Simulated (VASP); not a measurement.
Consider the following.

```
CELL_PARAMETERS angstrom
      3.16404     0.00000     0.00000
      0.00000     3.16404     0.00000
      0.00000     0.00000     3.16404
ATOMIC_POSITIONS crystal
  Zn 0.50000 0.50000 0.50000
  Au 0.00000 0.00000 0.00000
```

All values below come from PBE GGA with D3 dispersion (zero damping), VASP's PBE PAW potentials (set 64) (plane waves; VASP). Run with 520 eV cut-off, Gaussian smearing of 0.050 eV, potentials Zn Au.

Unless said otherwise, spin-orbit coupling is left out, though it shifts the bands of the heavy elements here.

Task: What does the run give for the band gap (along the path) with the smallest direct gap where there is one?

Result: 
```
Quantity                                                      Value
-------------------------  ----------------------------------------
band gap (along the path)  none (metal, semimetal or under 0.01 eV)
```

Only differences to runs with the same potentials and settings are physical.

The compound is AuZn in the CsCl type structure. It was relaxed first. The electron count is odd and the run is not spin-polarised, which forces a metal.
